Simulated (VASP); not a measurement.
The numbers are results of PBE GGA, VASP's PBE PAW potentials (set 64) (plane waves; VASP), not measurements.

VASP ran on this input.

### INCAR
```
SYSTEM = TiB
PREC = Accurate
ENCUT = 520
EDIFF = 1E-7
NELM = 100
ALGO = Normal
LREAL = .FALSE.
LASPH = .TRUE.
ISMEAR = 0
SIGMA = 0.05
GGA = PE
LMAXMIX = 4
LWAVE = .FALSE.
LCHARG = .FALSE.
LORBIT = 11
ICHARG = 11
```

File POSCAR:
```
TiB
3.1044140
  0.9999998490   0.0000000000   0.0000000000
 -0.4999999245   0.8660252770   0.0000000000
  0.0000000000   0.0000000000   1.8942763638
Ti B
2 2
direct
  0.0000000000   0.0000000000   0.0000000000
  0.0000000000   0.0000000000   0.5000000000
  0.3333330000   0.6666670000   0.2500000000
  0.6666670000   0.3333330000   0.7500000000
```

KPOINTS:
```
k-points along high-symmetry lines
10
Line-mode
Reciprocal
  0.000000   0.000000   0.000000 ! GAMMA
  0.500000   0.000000   0.000000 ! M

  0.500000   0.000000   0.000000 ! M
  0.333333   0.333333   0.000000 ! K

  0.333333   0.333333   0.000000 ! K
  0.000000   0.000000   0.000000 ! GAMMA

  0.000000   0.000000   0.000000 ! GAMMA
  0.000000   0.000000   0.500000 ! A

  0.000000   0.000000   0.500000 ! A
  0.500000   0.000000   0.500000 ! L

  0.500000   0.000000   0.500000 ! L
  0.333333   0.333333   0.500000 ! H

  0.333333   0.333333   0.500000 ! H
  0.000000   0.000000   0.500000 ! A

  0.500000   0.000000   0.500000 ! L
  0.500000   0.000000   0.000000 ! M

  0.333333   0.333333   0.500000 ! H
  0.333333   0.333333   0.000000 ! K
```

POTCAR, in this order: Ti_sv B (PBE.64 set). Program: vasp_std. Read from the step before: CHGCAR.

Output

### OUTCAR
```
 ion  position               nearest neighbor table
   1  0.000  0.000  0.000-   3 2.32   4 2.32   4 2.32   3 2.32   4 2.32   3 2.32
   2  0.000  0.000  0.500-   3 2.32   4 2.32   4 2.32   3 2.32   4 2.32   3 2.32
   3  0.333  0.667  0.250-   1 2.32   2 2.32   1 2.32   2 2.32   1 2.32   2 2.32
   4  0.667  0.333  0.750-   1 2.32   2 2.32   1 2.32   2 2.32   1 2.32   2 2.32
  LATTYP: Found a hexagonal cell.
 ALAT       =     3.1044135312
 C/A-ratio  =     1.8942766498
 Subroutine PRICEL returns:
 Original cell was already a primitive cell.
 Subroutine GETGRP returns: Found 24 space group operations
The static configuration has the point symmetry D_3d.
 The point group associated with its full space group is D_6h.
The dynamic configuration has the point symmetry D_3d.
 Subroutine INISYM returns: Found 24 space group operations
   k-points           NKPTS =     90   k-points in BZ     NKDIM =     90   number of bands    NBANDS=     19
   number of dos      NEDOS =    301   number of ions     NIONS =      4
   total plane-waves  NPLWV =  27648
   dimension x,y,z NGX =    24 NGY =   24 NGZ =   48
   dimension x,y,z NGXF=    48 NGYF=   48 NGZF=   96
   ions per type =               2   2
   PREC   = accura    normal or accurate (medium, high low for compatibility)
   ISTART =      0    job   : 0-new  1-cont  2-samecut
   ICHARG =     11    charge: 1-file 2-atom 10-const
   ISPIN  =      1    spin polarized calculation?
   LNONCOLLINEAR =      F non collinear calculations
   LSORBIT =      F    spin-orbit coupling
   INIWAV =      1    electr: 0-lowe 1-rand  2-diag
   ENCUT  =  520.0 eV  38.22 Ry    6.18 a.u.   5.77  5.77 10.93*2*pi/ulx,y,z
   NELM   =    100;   NELMIN=  2; NELMDL= -5     # of ELM steps
   EDIFF  = 0.1E-06   stopping-criterion for ELM
   LREAL  =      F    real-space projection
   NLSPLINE    = F    spline interpolate recip. space projectors
   LMAXMIX     =    4 max onsite mixed and CHGCAR
   VOSKOWN=      0    Vosko Wilk Nusair interpolation
   EDIFFG = 0.1E-05   stopping-criterion for IOM
   NSW    =      0    number of steps for IOM
   NBLOCK =      1;   KBLOCK =      1    inner block; outer block
   IBRION =     -1    ionic relax: 0-MD 1-quasi-New 2-CG
   NFREE  =      0    steps in history (QN), initial steepest desc. (CG)
...
```

OSZICAR:
```
       N       E                     dE             d eps       ncg     rms          rms(c)
DAV:   1     0.306393704318E+03    0.30639E+03   -0.15919E+04  3420   0.186E+03
DAV:   2     0.650917243529E+01   -0.29988E+03   -0.29454E+03  3453   0.501E+02
DAV:   3    -0.273488482808E+02   -0.33858E+02   -0.32530E+02  6518   0.140E+02
DAV:   4    -0.291733542717E+02   -0.18245E+01   -0.18092E+01  4441   0.296E+01
DAV:   5    -0.292811996174E+02   -0.10785E+00   -0.10774E+00  5255   0.576E+00
DAV:   6    -0.292827903670E+02   -0.15907E-02   -0.15902E-02  4399   0.779E-01
DAV:   7    -0.292828529119E+02   -0.62545E-04   -0.62539E-04  5397   0.130E-01
DAV:   8    -0.292828539247E+02   -0.10128E-05   -0.10128E-05  4380   0.144E-02
DAV:   9    -0.292828539614E+02   -0.36658E-07   -0.36358E-07  4122   0.241E-03
   1 F= -.29282854E+02 E0= -.29280039E+02  d E =-.562957E-02
```

**OUTCAR**
```
 val. band max:        7.1459001186   @ k =   0.4074   0.1852   0.0000

 cond. band min:       7.1560075419   @ k =   0.0556   0.0000   0.5000



 k-point     1 :       0.0000    0.0000    0.0000
  band No.  band energies     occupation
      1     -49.2972      2.00000
      2     -49.2593      2.00000
      3     -25.6664      2.00000
      4     -25.4308      2.00000
      5     -25.4308      2.00000
      6     -25.3969      2.00000
      7     -25.3969      2.00000
      8     -25.3060      2.00000
      9      -2.0991      2.00000
     10       1.0414      2.00000
     11       2.6264      2.00000
     12       6.4108      2.00000
     13       6.4992      2.00000
     14       6.4992      2.00000
     15       8.3864      0.00000
     16       8.3864      0.00000
     17       8.6441      0.00000
     18       8.6441      0.00000
     19       9.9225      0.00000

 k-point     2 :       0.0556    0.0000    0.0000
  band No.  band energies     occupation
      1     -49.2961      2.00000
      2     -49.2581      2.00000
      3     -25.6646      2.00000
      4     -25.4401      2.00000
      5     -25.4329      2.00000
      6     -25.4057      2.00000
      7     -25.3989      2.00000
      8     -25.3048      2.00000
      9      -2.0360      2.00000
     10       1.0494      2.00000
     11       2.6997      2.00000
     12       6.4266      2.00000
     13       6.4442      2.00000
     14       6.5224      2.00000
     15       8.1725      0.00000
     16       8.4345      0.00000
     17       8.5419      0.00000
     18       8.5747      0.00000
     19       9.6245      0.00000

 k-point     3 :       0.1111    0.0000    0.0000
  band No.  band energies     occupation
      1     -49.2927      2.00000
      2     -49.2549      2.00000
      3     -25.6591      2.00000
      4     -25.4670      2.00000
      5     -25.4392      2.00000
      6     -25.4308      2.00000
      7     -25.4047      2.00000
      8     -25.3013      2.00000
...
```

The density is held fixed in this step, so its total energy and stress have no physical meaning.

The structure was generated: TiB was put into the NiAs type type (P6_3/mmc), which need not be its known phase. It was relaxed first, which changed the volume by -31 %.
